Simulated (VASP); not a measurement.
These are PBE GGA with D4 dispersion, VASP's PBE PAW potentials (set 64) (plane waves; VASP 6.6.1) values and carry that method's errors.

A VASP calculation is set up with these files.

### KPOINTS
```
Regular mesh
0
Gamma
  9 9 9
```

### INCAR
```
ALGO = Normal
EDIFF = 1E-7
ENCUT = 520
GGA = PE
ISIF = 2
ISMEAR = 1
IVDW = 13
LASPH = .TRUE.
LCHARG = .FALSE.
LMAXMIX = 4
LREAL = .FALSE.
LWAVE = .FALSE.
NELM = 100
PREC = Accurate
SIGMA = 0.1
SYSTEM = Cs
```

### POSCAR
```
Cs
1.0
 -2.9749444457   2.9749444457   2.9749444457
  2.9749444457  -2.9749444457   2.9749444457
  2.9749444457   2.9749444457  -2.9749444457
Cs
1
direct
  0.0000000000   0.0000000000   0.0000000000
```

POTCAR, in this order: Cs_sv (PBE.64 set). Program: vasp_std.

Unless said otherwise, spin-orbit coupling is left out, though it shifts the bands of the heavy elements here.

Problem. Predict the energy per atom (σ→0), dispersion energy, band gap (on the k-mesh).

Solution. 
The energy per atom (σ→0) is -0.888 eV/atom, the dispersion energy is -4.3 kJ/mol and the band gap (on the k-mesh) is none (metal, semimetal or under 0.01 eV).

OSZICAR:
```
...
DAV:   6    -0.843450993411E+00    0.11861E-04   -0.17790E-03  1032   0.245E-01    0.904E-02
DAV:   7    -0.844067211139E+00   -0.61622E-03   -0.36588E-03   680   0.366E-01    0.399E-02
DAV:   8    -0.844193172656E+00   -0.12596E-03   -0.14842E-04   808   0.988E-02    0.447E-03
DAV:   9    -0.844195043460E+00   -0.18708E-05   -0.35061E-06   952   0.119E-02    0.296E-03
DAV:  10    -0.844194353761E+00    0.68970E-06   -0.86334E-07   792   0.591E-03    0.448E-04
DAV:  11    -0.844194505515E+00   -0.15175E-06   -0.15653E-08   712   0.988E-04    0.136E-04
DAV:  12    -0.844194554783E+00   -0.49268E-07   -0.64166E-09   600   0.472E-04
   1 F= -.88884168E+00 E0= -.88839478E+00  d E =-.134070E-02
```

The compound is Cs in the bcc structure. This cell is one point of a volume scan, at 0.94 of the reference volume.
